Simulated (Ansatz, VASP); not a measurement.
This is a calculation of SiF for Ansatz 0.2.0. The cell comes from a database or a generator and needn't be the stable form of this composition.

File input.yaml:

```yaml
crystal:
  lattice:
    - [3.0286, 0.0, 0.0]
    - [0.0, 3.0286, 0.0]
    - [0.0, 0.0, 3.0286]
  atoms:
    - { symbol: Si, position: [0.5, 0.5, 0.5] }
    - { symbol: F, position: [0.0, 0.0, 0.0] }
hamiltonian:
  xc: pbesol
  pseudopotentials: { kind: paw }
kpoints:
  mp_grid: { grid: [9, 9, 9] }
scf:
  occupations: { method: fermi_dirac, width: 0.05 }
output:
  forces: true
  stress: true
  eigenvalues: true
relax:
  f_tol: 0.01
  max_steps: 40
  cell: { stress_tol: 0.05 }
```

Potentials or basis: Ansatz PAW.

The run is started by

```bash
$ ansatz run input.yaml --threads 2 --pin off --max-ram 5632MiB --backend cpu --events-out ev --progress --plain --runs-dir out
```

Q: Translate it to VASP 6.6.1. Potentials or basis there: PBE PAW files F, Si, 600 eV.

A: As run (cutoffs and basis follow the program's own potentials, and thresholds, step limits or extra output files can differ):

Contents of INCAR:

```
SYSTEM = SiF
ALGO     = Normal         ! electronic algorithm
EDIFF    = 1E-6           ! SCF threshold, eV
EDIFFG   = -0.01          ! ionic threshold
ENCUT    = 600            ! plane-wave cutoff, eV
GGA      = PS             ! functional
IBRION   = 2              ! ionic algorithm
ISIF     = 3              ! what is computed and relaxed
ISMEAR   = -1             ! smearing method
LASPH    = .True.         ! aspherical terms in the spheres
LCHARG   = .False.        ! write CHGCAR
LREAL    = .False.        ! projectors in reciprocal space
LWAVE    = .False.        ! write WAVECAR
NELM     = 80             ! most SCF steps
NSW      = 40             ! ionic steps
PREC     = Accurate       ! precision mode
SIGMA    = 0.05           ! smearing width, eV
```

The input KPOINTS:

```
k-points
0
Gamma
  9 9 9
  0 0 0
```

The input POSCAR:

```
SiF
1.0
    3.0286000000      0.0000000000      0.0000000000
    0.0000000000      3.0286000000      0.0000000000
    0.0000000000      0.0000000000      3.0286000000
Si F
1 1
Direct
    0.5000000000      0.5000000000      0.5000000000
    0.0000000000      0.0000000000      0.0000000000
```

Potentials or basis: VASP PAW PBE potentials, release 64 (Si, F).

Run with:

```console
$ cat potpaw_PBE.64/Si/POTCAR potpaw_PBE.64/F/POTCAR > POTCAR
$ mpirun -np 1 vasp_std > vasp.out
```

Both were run:

|  | Ansatz | VASP |
| --- | --- | --- |
| Relaxed volume | 13.26 Å³/atom | 13.24 Å³/atom |
| Relaxed cell | a = 2.982 Å, b = 2.982 Å, c = 2.982 Å, α = 90.00°, β = 90.00°, γ = 90.00° | a = 2.980 Å, b = 2.980 Å, c = 2.980 Å, α = 90.00°, β = 90.00°, γ = 90.00° |
| Space group after relaxing | Pm-3m (No. 221) | Pm-3m (No. 221) |
| Pressure after relaxing | 0.0 GPa | -0.1 GPa |

Ansatz's pressure holds a Pulay term of +0.51 GPa for its cutoff of 420 eV, which the other run lacks.

Ansatz's potentials were made for PBE. VASP's potentials were made for PBE.

Where Ansatz's input types no cutoff or centring, it takes its own default and a Γ-centred mesh.

Pressure is positive in compression.
